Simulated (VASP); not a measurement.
Given:

```
Sb
1.0
    4.04504     0.00000     0.00000
   -2.02252     3.50311     0.00000
    0.00000     0.00000    18.35117
Sb
2
Direct
  0.66667   0.33333   0.54479
  0.33333   0.66667   0.45521
```

Calculation: PBEsol GGA, VASP's PBE PAW potentials (set 64) (plane waves; VASP). Settings: 400 eV cut-off, Gaussian smearing of 0.050 eV, potentials Sb.

The cell holds a wide vacuum, so values per volume refer to the whole cell. Unless said otherwise, spin-orbit coupling is left out, though it shifts the bands of the heavy elements here.

Problem. What does the run give for the band gap (along the path) with the smallest direct gap where there is one?

Solution. 
- band gap (along the path): 1.12 eV
- smallest direct gap (along the path): 1.64 eV

Only differences to runs with the same potentials and settings are physical.

The cell is a sheet with vacuum, built from a generated structure.
